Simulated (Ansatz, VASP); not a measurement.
# Cu (generalised stacking fault on (111) of Cu) in two plane-wave programs, part 2 of 2

Wanted: the spread between two codes on one cell, functional and k mesh. The cell is taken from a series of runs on this material, whose earlier steps may have relaxed, scaled, displaced or heated it; both programs get it as it stands.

VASP 6.6.1 and Ansatz 0.2.0.

So far: The starting structure; Ansatz: single point, r2SCAN; VASP: single point, r2SCAN.

## (3) VASP: single point, r2SCAN (continued)

Level of this step: r2SCAN; plane waves and PAW (Cu) (VASP).

Numbers of over 12 decimals in the logs are rounded to 6 here.

From OUTCAR (step 3):

```text
ion  position               nearest neighbor table
   1  0.960  0.040  0.200-  12 2.51  12 2.51   2 2.56   2 2.56   2 2.56
   2  0.277  0.723  0.282-   1 2.56   1 2.56   1 2.56   3 2.56   3 2.56   3 2.56
   3  0.594  0.406  0.365-   2 2.56   2 2.56   2 2.56   4 2.57   4 2.57   4 2.57
   4  0.910  0.090  0.449-   5 2.57   5 2.57   5 2.57   3 2.57   3 2.57   3 2.57
   5  0.227  0.773  0.532-   6 2.57   4 2.57   6 2.57   4 2.57   6 2.57   4 2.57
   6  0.544  0.456  0.615-   5 2.57   7 2.57   7 2.57   5 2.57   5 2.57   7 2.57
   7  0.860  0.140  0.699-   8 2.57   6 2.57   6 2.57   8 2.57   8 2.57   6 2.57
   8  0.177  0.823  0.782-   7 2.57   9 2.57   7 2.57   9 2.57   7 2.57   9 2.57
   9  0.494  0.506  0.865-   8 2.57   8 2.57   8 2.57  10 2.57  10 2.57  10 2.57
  10  0.810  0.190  0.949-  11 2.56  11 2.56  11 2.56   9 2.57   9 2.57   9 2.57
  11  0.127  0.873  0.032-  12 2.56  12 2.56  12 2.56  10 2.56  10 2.56  10 2.56
  12  0.444  0.556  0.114-   1 2.51   1 2.51  11 2.56  11 2.56  11 2.56

  LATTYP: Found a base centered monoclinic cell.
 ALAT       =     4.4519509443
 B/A-ratio  =     0.5773525496
 C/A-ratio  =     5.6603847006
 COS(beta)  =    -0.0353331685

 Subroutine GETGRP returns: Found  4 space group operations
 (whereof  2 operations were pure point group operations)

The static configuration has the point symmetry C_1h.
 The point group associated with its full space group is C_2h.

 Found     43 irreducible k-points:

   k-points           NKPTS =     43   k-points in BZ     NKDIM =     43   number of bands    NBANDS=     81

   dimension x,y,z NGX =    20 NGY =   20 NGZ =  200
   dimension x,y,z NGXF=    40 NGYF=   40 NGZF=  400

   ENCUT  =  580.0 eV  42.63 Ry    6.53 a.u.   5.05  5.05 49.48*2*pi/ulx,y,z

   NELECT =     132.0000    total number of electrons

 k-points in reciprocal lattice and weights: Automatic mesh
   0.00000000  0.00000000  0.00000000       0.007
   0.08333333 -0.00000000  0.00000000       0.028
   0.16666667  0.00000000  0.00000000       0.028
   0.25000000  0.00000000  0.00000000       0.028
   0.33333333  0.00000000  0.00000000       0.028
   0.41666667  0.00000000 -0.00000000       0.028
   0.50000000  0.00000000  0.00000000       0.014
   0.08333333  0.08333333  0.00000000       0.014
   0.16666667  0.08333333  0.00000000       0.028
[...]
-0.41666667  0.41666667  0.00000000       0.014
   0.50000000  0.50000000  0.00000000       0.007

 average (electrostatic) potential at core
       1 -69.4529       2 -69.4829       3 -69.4773       4 -69.4755       5 -69.4756
       6 -69.4755       7 -69.4753       8 -69.4756       9 -69.4756      10 -69.4771
      11 -69.4828      12 -69.4529

 E-fermi :   7.1312

 k-point     1 :       0.0000    0.0000    0.0000
  band No.  band energies     occupation
    ...
     68       5.4252      2.00000
     69       5.4292      2.00000
     70       5.4542      2.00000
     71       5.5028      2.00000
     72       6.2027      1.99981
     73      11.0813      0.00000
     74      12.7332      0.00000
     75      12.7817      0.00000
     76      16.0456      0.00000
     77      16.1214      0.00000
    ...

 k-point     2 :       0.0833   -0.0000    0.0000
  band No.  band energies     occupation
    ...
     68       5.4662      2.00000
     69       5.5729      2.00000
     70       6.1442      1.99990
     71       6.2452      1.99972
     72       7.0592      1.34539
     73      11.1467      0.00000
     74      12.8467      0.00000
     75      12.9505      0.00000
     76      16.1898      0.00000
     77      16.3299      0.00000
    ...

 k-point     3 :       0.1667    0.0000    0.0000
  band No.  band energies     occupation
    ...
     66       5.4779      2.00000
     67       5.5441      2.00000
     68       5.7942      2.00000
     69       6.1573      1.99988
     70       7.0758      1.27032
     71       7.3012      0.30892
     72       8.4182      0.00001
     73      11.3709      0.00000
     74      13.2533      0.00000
     75      13.4432      0.00000
    ...

  Total       -5.5756500     -5.2373970     -5.3731479      0.2929156     -0.0540107      0.0935519
  in kB      -61.9967896    -58.2356853    -59.7451269      3.2569885     -0.6005564      1.0402226
  external PRESSURE =     -59.9925339 kB  Pullay stress =       0.0000000 kB

  energy-cutoff  :      580.00
  volume of cell :      144.09
      direct lattice vectors                 reciprocal lattice vectors
     2.570340000  0.000000000  0.000000000     0.389053588  0.224618420 -0.007941597
    -1.285160000  2.225980000  0.000000000     0.000000000  0.449240335  0.007941437
     0.771100000 -0.445190000 25.184020000     0.000000000  0.000000000  0.039707719

 POSITION                                       TOTAL-FORCE (eV/Angst)
 -----------------------------------------------------------------------------------
      2.57035     -0.00000      5.02446         0.027449     -0.015847     -0.016569
      0.00003      1.48398      7.10680         0.005125     -0.002959      0.039061
      1.28516      0.74201      9.19746        -0.004065      0.002347      0.027778
      2.57038     -0.00002     11.29629         0.000115     -0.000066     -0.002279
      0.00002      1.48398     13.39488         0.001138     -0.000657      0.000144
      1.28516      0.74201     15.49346        -0.001256      0.000725      0.001527
      2.57037     -0.00001     17.59205         0.001256     -0.000725     -0.001527
      0.00001      1.48399     19.69063        -0.001138      0.000657     -0.000144
      1.28515      0.74201     21.78921        -0.000115      0.000066      0.002279
      2.57037     -0.00001     23.88805         0.004065     -0.002347     -0.027778
     -0.77110      1.92919      0.79468        -0.005125      0.002959     -0.039061
      0.51408      1.18719      2.87702        -0.027449      0.015847      0.016569
 -----------------------------------------------------------------------------------
    total drift:                                0.001469     -0.000845      0.001969

  FREE ENERGIE OF THE ION-ELECTRON SYSTEM (eV)
  ---------------------------------------------------
  free  energy   TOTEN  =      -129.7718222782 eV

  energy  without entropy=     -129.6325792938  energy(sigma->0) =     -129.70220079

 total charge
# of ion       s       p       d       tot
------------------------------------------
    1        0.451   0.383   9.194  10.028
    2        0.453   0.392   9.191  10.036
    3        0.452   0.389   9.191  10.032
    4        0.451   0.388   9.191  10.030
    5        0.451   0.388   9.191  10.030
    6        0.451   0.388   9.191  10.030
    7        0.451   0.388   9.191  10.030
    8        0.451   0.388   9.191  10.030
    9        0.451   0.388   9.191  10.030
   10        0.452   0.389   9.191  10.032
   11        0.453   0.392   9.191  10.036
   12        0.451   0.383   9.194  10.028
--------------------------------------------------
tot          5.421   4.653 110.299 120.373

[... 3 further parts left out ...]
```

The run ends at a pressure of -6.00 GPa, with forces up to 0.040 eV/Å.

## (4) Differences

Known differences besides the potentials themselves: VASP keeps PBE cores, Ansatz makes them for the functional; the data sets hold 228 valence electrons in Ansatz (on its default PAW (the set named soft_2) files) and 132 in VASP; the cutoff is 500 eV in Ansatz and 580 eV in VASP. Total energies have different zeros and are not compared.

The forces differ by 0.91 meV/Å r.m.s.; no other quantity is compared for this pair.

## (5) What came out

- r.m.s. force difference (single point, r2SCAN): 0.91 meV/Å

What this shows: The r.m.s. force difference is 0.91 meV/Å (single point, r2SCAN), within the 12 meV/Å picked in this series as the mark of a large difference. The data sets hold unlike numbers of valence electrons (228 in Ansatz and 132 in VASP), so part of the differences comes from the potentials. How closely two codes agree says nothing of how well the functional describes the real material.

[Lines on the potential files, build, host, timing and source positions are cut from VASP's logs without a mark.]

[Logs are printed without paths, hosts, clocks, repeated set-up lines and the standing remarks that a program may print on its own settings, such as how far it seeks lower states.]

[Hosts, paths, dates, database ids (printed as entryN), source tags and the programs' standing remarks are cut or masked in the printed files.]
